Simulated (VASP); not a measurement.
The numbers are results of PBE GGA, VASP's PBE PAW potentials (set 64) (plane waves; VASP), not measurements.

VASP input:

### POSCAR
```
Mg
3.1474370
  1.0000000000   0.0000000000   0.0000000000
 -0.4999998411   0.8660252771   0.0000000000
  0.0000000000   0.0000000000   1.6207968579
Mg
2
direct
  0.3333330000   0.6666670000   0.2500000000
  0.6666670000   0.3333330000   0.7500000000
```

**KPOINTS**
```
Automatic mesh
0
Gamma
12 12 7
0 0 0
```

### INCAR
```
# general
SYSTEM = Mg
PREC   = Accurate
ENCUT  = 300
LREAL  = .False.
LASPH  = .True.

# electronic loop
EDIFF  = 1E-6
NELM   = 100
ALGO   = Normal

# smearing
ISMEAR = 0
SIGMA  = 0.1

# functional
GGA    = PE

# ions
ISIF   = 2

# output
LWAVE  = .False.
LCHARG = .False.
```

POTCAR, in this order: Mg (PBE.64 set). Program: vasp_std.

Output

File OSZICAR:
```
       N       E                     dE             d eps       ncg     rms          rms(c)
DAV:   1    -0.118701159783E+01   -0.11870E+01   -0.99262E+02   924   0.311E+02
DAV:   2    -0.300525329475E+01   -0.18182E+01   -0.17359E+01  1236   0.215E+01
DAV:   3    -0.301794022623E+01   -0.12687E-01   -0.12685E-01  1230   0.237E+00
DAV:   4    -0.301797723539E+01   -0.37009E-04   -0.37009E-04  1296   0.110E-01
DAV:   5    -0.301797741881E+01   -0.18341E-06   -0.18349E-06  1224   0.587E-03    0.960E-01
DAV:   6    -0.301172745993E+01    0.62500E-02   -0.44238E-04  1134   0.221E-01    0.614E-01
DAV:   7    -0.300428716091E+01    0.74403E-02   -0.17587E-03  1014   0.389E-01    0.333E-02
DAV:   8    -0.300429722968E+01   -0.10069E-04   -0.12833E-05  1470   0.284E-02    0.732E-03
DAV:   9    -0.300429594396E+01    0.12857E-05   -0.12103E-06  1050   0.765E-03    0.648E-04
DAV:  10    -0.300429578216E+01    0.16181E-06   -0.75770E-09   702   0.718E-04
   1 F= -.30042958E+01 E0= -.30021214E+01  d E =-.434883E-02
```

### OUTCAR
```
------------------------ aborting loop because EDIFF is reached ----------------------------------------
  FORCE on cell =-STRESS in cart. coord.  units (eV):
  Direction    XX          YY          ZZ          XY          YZ          ZX
  --------------------------------------------------------------------------------------
  Total        0.5450577      0.5450575      0.3056350      0.0000001      0.0000000      0.0000000
  in kB       19.9536685     19.9536627     11.1887959      0.0000037      0.0000000      0.0000000
  external PRESSURE =      17.0320424 kB  Pullay stress =       0.0000000 kB
  volume of cell :       43.77
      direct lattice vectors                 reciprocal lattice vectors
     3.147437000  0.000000000  0.000000000     0.317718830  0.183435020  0.000000000
    -1.573718000  2.725760000  0.000000000     0.000000000  0.366870157  0.000000000
     0.000000000  0.000000000  5.101356000     0.000000000  0.000000000  0.196026311
 POSITION                                       TOTAL-FORCE (eV/Angst)
 -----------------------------------------------------------------------------------
     -0.00000      1.81717      1.27534         0.000000      0.000000      0.000000
      1.57372      0.90859      3.82602        -0.000000     -0.000000      0.000000
 -----------------------------------------------------------------------------------
    total drift:                               -0.000001      0.000001     -0.000003
  FREE ENERGIE OF THE ION-ELECTRON SYSTEM (eV)
  ---------------------------------------------------
  free  energy   TOTEN  =        -3.0042957822 eV

  energy  without entropy=       -2.9999469543  energy(sigma->0) =       -3.00212137
```
(Selected blocks of OUTCAR.)

OUTCAR:
```
 val. band max:        2.8039116098   @ k =   0.2500   0.0833   0.0000

 cond. band min:       2.8479325928   @ k =   0.2500   0.0000   0.0000


 Fermi energy:         2.8205057197

 k-point     1 :       0.0000    0.0000    0.0000
  band No.  band energies     occupation
      1      -4.2516      2.00000
      2       1.1349      2.00000
      3       1.6666      2.00000
      4      14.0911      0.00000
      5      14.0911      0.00000
      6      14.3006      0.00000

 k-point     2 :       0.0833   -0.0000    0.0000
  band No.  band energies     occupation
      1      -4.1106      2.00000
      2       1.2630      2.00000
      3       1.8029      2.00000
      4      11.7924      0.00000
      5      12.9139      0.00000
      6      13.7162      0.00000

 k-point     3 :       0.1667   -0.0000    0.0000
  band No.  band energies     occupation
      1      -3.6889      2.00000
      2       1.6478      2.00000
      3       2.2060      2.00000
      4       9.2042      0.00000
      5      11.8650      0.00000
      6      12.4356      0.00000

 k-point     4 :       0.2500    0.0000    0.0000
  band No.  band energies     occupation
      1      -2.9903      2.00000
      2       2.2897      2.00000
      3       2.8479      0.69811
      4       6.8145      0.00000
      5      11.0489      0.00000
      6      11.0771      0.00000

 k-point     5 :       0.3333    0.0000    0.0000
  band No.  band energies     occupation
      1      -2.0213      2.00000
      2       3.1898      0.00000
      3       3.4917      0.00000
      4       4.8909      0.00000
      5       9.4113      0.00000
      6       9.5906      0.00000

 k-point     6 :       0.4167   -0.0000    0.0000
  band No.  band energies     occupation
      1      -0.7915      2.00000
      2       2.3544      2.00000
      3       4.3477      0.00000
      4       5.2072      0.00000
      5       7.4708      0.00000
      6       8.0307      0.00000
...
```

The structure comes from a computed database's Mg entry; how it stands against other phases isn't given here. The cell was not relaxed at this level, and its volume differs by -5.9 % from the start's.
